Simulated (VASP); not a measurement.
Here is a VASP 6.6.1 calculation.

Contents of INCAR:

```
SYSTEM = Ti2BN
ALGO = Normal
EDIFF = 1E-6
ENCUT = 520
ISIF = 2
ISMEAR = 0
KPAR = 4
LASPH = .True.
LCHARG = .False.
LMIXTAU = .True.
LREAL = .False.
LWAVE = .False.
METAGGA = R2SCAN
NBANDS = 42
NELM = 150
PREC = Accurate
SIGMA = 0.1
```

The input KPOINTS:

```
k-points
0
Gamma
  10 10 10
  0 0 0
```

The input POSCAR:

```
Ti2BN                                   
1.0
    1.5703637332     -8.6113936792      0.0000000000
    1.5703637332      8.6113936792      0.0000000000
    0.0000000000      0.0000000000      3.0159150397
  Ti              B               N             
     4     2     2
Direct
     0.6925817952468556    0.3074182047531444    0.7500000000000000
     0.0720858845241417    0.9279141154758583    0.2500000000000000
     0.3074182047531444    0.6925817952468556    0.2500000000000000
     0.9279141154758583    0.0720858845241417    0.7500000000000000
     0.5272105848263277    0.4727894151736723    0.7500000000000000
     0.4727894151736723    0.5272105848263277    0.2500000000000000
     0.1889140594588283    0.8110859405411717    0.2500000000000000
     0.8110859405411717    0.1889140594588283    0.7500000000000000
```

Potentials or basis: VASP PAW PBE potentials, release 64 (Ti_sv, B, N).

Launch:

```bash
$ cat potpaw_PBE.64/Ti_sv/POTCAR potpaw_PBE.64/B/POTCAR potpaw_PBE.64/N/POTCAR > POTCAR
$ mpirun -np 4 vasp_std > vasp.out
```

Problem. What does it give for the band gap on the k mesh?

Solution. None (metal or under the smearing width).

Problem. Predict the pressure.

Solution. -1.4 GPa.

Problem. What does it give for the largest force?

Solution. 0.097 eV/Å.

Stress tensor (GPa, compression positive):
```
-0.98  0.00  0.00
 0.00 -2.03  0.00
 0.00  0.00 -1.12
```

Caveat: the PAW data sets were made with another functional, which shifts forces and pressure a little.
